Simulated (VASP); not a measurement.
Data:

```
CELL_PARAMETERS angstrom
      1.96644    -3.40597     0.00000
      1.96644     3.40597     0.00000
      0.00000     0.00000    13.05728
ATOMIC_POSITIONS crystal
  Zn 0.66667 0.33333 0.24068
  Zn 0.33333 0.66667 0.00956
  S  0.66667 0.33333 0.41789
  S  0.33333 0.66667 0.18746
  S  0.66667 0.33333 0.95529
  S  0.33333 0.66667 0.68571
  Cd 0.66667 0.33333 0.76300
  Cd 0.33333 0.66667 0.49440
```

These are PBEsol GGA, VASP's PBE PAW potentials (set 64) (plane waves; VASP 6.6.1) values and carry that method's errors. Run with 400 eV cut-off, Gaussian smearing of 0.050 eV, potentials Zn S Cd.

Task: Give the energies of bands 27 to 40 at the high-symmetry points, in eV from the valence-band maximum.

Result: 
| band | Γ | M | K | A | L | H |
|---|---|---|---|---|---|---|
| 27 | -2.99 | -4.48 | -4.10 | -1.42 | -4.38 | -4.20 |
| 28 | -1.18 | -3.93 | -4.03 | -1.38 | -4.10 | -4.11 |
| 29 | -1.18 | -3.25 | -3.85 | -1.16 | -2.75 | -3.79 |
| 30 | -0.71 | -2.41 | -3.02 | -1.16 | -2.58 | -3.31 |
| 31 | -0.71 | -1.81 | -2.83 | -0.78 | -2.37 | -2.44 |
| 32 | -0.41 | -1.73 | -2.37 | -0.78 | -1.90 | -2.11 |
| 33 | -0.41 | -1.72 | -2.34 | -0.32 | -1.54 | -2.05 |
| 34 | -0.31 | -1.70 | -1.94 | -0.32 | -1.49 | -1.95 |
| 35 | 0.00 | -1.47 | -1.47 | -0.04 | -1.25 | -1.85 |
| 36 | 0.00 | -0.82 | -1.45 | -0.04 | -0.91 | -1.74 |
| 37 | 1.29 | 3.02 | 3.97 | 2.11 | 2.92 | 4.38 |
| 38 | 2.42 | 3.16 | 4.10 | 2.31 | 3.11 | 4.50 |
| 39 | 2.99 | 3.50 | 4.12 | 2.52 | 3.31 | 4.54 |
| 40 | 3.32 | 3.75 | 5.33 | 3.31 | 3.92 | 4.69 |

The gap is direct, 1.29 eV, from the valence maximum at Γ to the conduction minimum at Γ.

The structure was generated: Cd2Zn2S4 was put into an ordered model structure (P3m1), which need not be its known phase. It was relaxed first.
